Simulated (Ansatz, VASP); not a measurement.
# Ti2NO2: VASP beside Ansatz, part 2 of 2

Aim: how closely do two programs agree when they are given the same cell, functional and k mesh? The structure shown is the start of the Ansatz relaxation below; VASP solves that cell, so the two are compared at the walk's first step.

VASP 6.6.1 and Ansatz 0.2.0.

So far. Step 4 (Differences): The forces differ by 23 meV/Å r.m.s., which is 89.8 % of the r.m.s. force of 0.025 eV/Å (both taken over all components). With vacuum in the cell, a pressure given here is an average over mostly empty space and none of the material.

### Step 5. Ansatz: relaxation, PBEsol

Level of this step: Ansatz beside VASP: Kohn-Sham DFT, plane waves, PBEsol (Ansatz).

The two programs are compared at the cell with which this relaxation starts, whose forces are those of its first step.

The structure compared here is the start of the Ansatz relaxation; VASP solves that cell, so the two are compared at the walk's first step.

input.yaml reads:

```yaml
crystal:
  lattice:
    - [2.9632054967, 0.0, 0.0]
    - [-1.4816027483, 2.5662112368, 0.0]
    - [0.0, 0.0, 32.6]
  atoms:
    - { symbol: "N", position: [0.0, 0.0, 0.3067484663] }
    - { symbol: Ti, position: [0.3488739245, 0.6754798847, 0.3451694376] }
    - { symbol: Ti, position: [0.6511260755, 0.3245201153, 0.268327495] }
    - { symbol: O, position: [0.6582732273, 0.3285733335, 0.3741379491] }
    - { symbol: O, position: [0.3417267727, 0.6714266665, 0.2393589835] }
  periodic: [true, true, false]
kpoints:
  mp_grid: { grid: [18, 18, 1] }
hamiltonian:
  xc: pbesol
scf:
  occupations: { method: methfessel_paxton, width: 0.15 }
output:
  forces: true
  stress: true
  eigenvalues: true
  write_density: true
  write_potential: true
  elf: true
  volumetric_format: npy
relax:
  adjacent_minimum: "off"
  f_tol: 0.002
  max_steps: 120
  cell: { stress_2d_tol: 0.005 }
```

The run is started by

```console
$ ansatz run input.yaml --threads 8 --pin off --max-ram 14336MiB --backend cpu --events-out ev --progress --plain --runs-dir out
```

Numbers of over 12 decimals in the logs are rounded to 6 here.

Log:

```text
[...]
Crystal: 5 atoms, lattice volume = 247.897 Å³
Basis set: ecut = 420 eV, 4729 PW (Γ), exchange–correlation on 40×40×450 points (8 copies of the dense FFT grid, shifted against one another)
Bands: 26, of which v1, the nominal top of the filled ones, is band 21 counted from 1 (20 counted from 0)
Symmetry: 2 space group operations
[...]
k-points: 164 of 324
[...]
cell:  # Å, volume = 249.7909 Å³
    - [2.968945, -0.00948138, 0]
    - [-1.492684, 2.585582, 0]
    - [0, 0, 32.6]
  atoms:
    - { symbol: N, position: [0, 0.0, 0.306748] }
    - { symbol: Ti, position: [0.363313, 0.681732, 0.345262] }
    - { symbol: Ti, position: [0.636687, 0.318268, 0.268235] }
    - { symbol: O, position: [0.653621, 0.326823, 0.373780] }
    - { symbol: O, position: [0.346379, 0.673177, 0.239717] }
[key lines of the parts left out:]
SCF converged after 7 iterations
Free energy (F): -6455.452462 eV
Fermi energy:    -5.609568 eV
P = ½ c Tr σ = 0.0022 N/m
```

### Step 6. VASP: single point, PBEsol, start cell, pair 2

The same cell, functional, mesh and smearing now go to VASP, with its own data sets.

INCAR reads:

```
SYSTEM = Ti2NO2
PREC = Accurate
ENCUT = 520
EDIFF = 1E-06
NELM = 120
ISMEAR = 1
SIGMA = 0.15
LREAL = .FALSE.
ALGO = Normal
GGA = PS
NBANDS = 26
LASPH = .TRUE.
LORBIT = 11
LWAVE = .FALSE.
LCHARG = .FALSE.
ISIF = 2
LDIPOL = .TRUE.
IDIPOL = 3
DIPOL = 0.5 0.5 0.307
LVHAR = .TRUE.
GGA_COMPAT = .FALSE.
NELMDL = -8
KPAR = 2
```

POSCAR reads:

```
Ti2NO2
1.0
    2.9632050000      0.0000000000      0.0000000000
   -1.4816030000      2.5662110000      0.0000000000
    0.0000000000      0.0000000000     32.6000000000
N Ti O
1 2 2
Direct
    0.0000000000      0.0000000000      0.3067484663
    0.3488739643      0.6754799196      0.3451694479
    0.6511260357      0.3245200804      0.2683274847
    0.6582735665      0.3285735273      0.3741379448
    0.3417269658      0.6714268624      0.2393589877
```

KPOINTS reads:

```
Automatic mesh
0
Gamma
18 18 1
0 0 0
```

The projector-augmented-wave data sets are N, Ti_sv and O (PBE family, release 64).

The run is started by

```console
$ mpirun -np 2 vasp_std
```

Log:

```text
[banner, memory and clock lines left out]
running    2 mpi-ranks, on    1 nodes
[...]
[... a notice as in an earlier step ...]

 LDA part: xc-table for (Slater+PW92), standard interpolation
 POSCAR, INCAR and KPOINTS ok, starting setup
[...]
entering main loop
       N       E                     dE             d eps       ncg     rms          rms(c)
DAV:   1     0.484712567671E+03    0.48471E+03   -0.20690E+04 10280   0.136E+03
DAV:   2     0.201386388650E+02   -0.46457E+03   -0.45690E+03 10922   0.410E+02
DAV:   3    -0.540257034751E+02   -0.74164E+02   -0.73422E+02 12218   0.165E+02
DAV:   4    -0.601973653346E+02   -0.61717E+01   -0.61634E+01 13962   0.446E+01
[...]
DAV:  26    -0.482449366818E+02   -0.19494E-05   -0.85054E-08  4268   0.160E-03    0.258E-04
DAV:  27    -0.482449383396E+02   -0.16578E-05   -0.75132E-08  4386   0.153E-03    0.311E-04
DAV:  28    -0.482449390258E+02   -0.68627E-06   -0.29096E-08  4264   0.125E-03
   1 F= -.48244939E+02 E0= -.48244603E+02  d E =-.100795E-02
```

OUTCAR, selected parts (step 6):

```text
  Total        0.2866913      0.5498599      0.0721920     -0.1289490      0.1018851      0.0852636
  in kB        1.8529059      3.5537833      0.4665822     -0.8334062      0.6584907      0.5510644
  external PRESSURE =       1.9577571 kB  Pullay stress =       0.0000000 kB

 POSITION                                       TOTAL-FORCE (eV/Angst)
 -----------------------------------------------------------------------------------
      0.00000      0.00000     10.00000        -0.000000      0.000000      0.000000
      0.03299      1.73342     11.25252         0.054788      0.023451      0.031737
      1.44861      0.83279      8.74748        -0.054788     -0.023451     -0.031737
      1.46378      0.84319     12.19690        -0.011685      0.009938      0.014287
      0.01782      1.72302      7.80310         0.011685     -0.009938     -0.014287
 -----------------------------------------------------------------------------------
    total drift:                               -0.001126     -0.001102      0.000206

  FREE ENERGIE OF THE ION-ELECTRON SYSTEM (eV)
  ---------------------------------------------------
  free  energy   TOTEN  =       -48.2449390258 eV

  energy  without entropy=      -48.2439310709  energy(sigma->0) =      -48.24460304

[... 1 part as in an earlier step ...]

[... 2 further parts left out ...]
[key lines of the parts left out:]
E-fermi :  -2.9525
```

The run ends at a pressure of 0.20 GPa, with forces up to 0.068 eV/Å.

### Step 7. Differences

Forces (eV/Å; atoms numbered as in POSCAR):

| atom | Ansatz x, y, z | VASP x, y, z |
| --- | --- | --- |
| N1 | 0.000, 0.000, 0.000 | 0.000, 0.000, 0.000 |
| Ti2 | 0.060, 0.028, 0.056 | 0.055, 0.023, 0.032 |
| Ti3 | -0.060, -0.028, -0.056 | -0.055, -0.023, -0.032 |
| O4 | -0.018, 0.005, -0.042 | -0.012, 0.010, 0.014 |
| O5 | 0.018, -0.005, 0.042 | 0.012, -0.010, -0.014 |

The forces differ by 23 meV/Å r.m.s., which is 87.8 % of the r.m.s. force of 0.026 eV/Å (both taken over all components). With vacuum in the cell, a pressure given here is an average over mostly empty space and none of the material.

### Step 8. Outcome

| Item | Value |
| --- | --- |
| r.m.s. force difference (single point, PBEsol, start cell, pair 1) | 23 meV/Å |
| r.m.s. force difference (single point, PBEsol, start cell, pair 2) | 23 meV/Å |

In words: The r.m.s. force difference is 23 meV/Å (single point, PBEsol, start cell, pair 1), beyond the 12 meV/Å picked in this series as the mark of a large difference. What causes the difference of the single point, PBEsol, start cell, pair 1 pair stays open here. What causes the difference of the single point, PBEsol, start cell, pair 2 pair stays open here. 2 further runs of this series are not shown here. How closely two codes agree says nothing of how well the functional describes the real material.

[Lines on the potential files, build, host, timing and source positions are cut from VASP's logs without a mark.]

[Logs are printed without paths, hosts, clocks, repeated set-up lines and the standing remarks that a program may print on its own settings, such as how far it seeks lower states.]

[Hosts, paths, dates, database ids (printed as entryN), source tags and the programs' standing remarks are cut or masked in the printed files.]
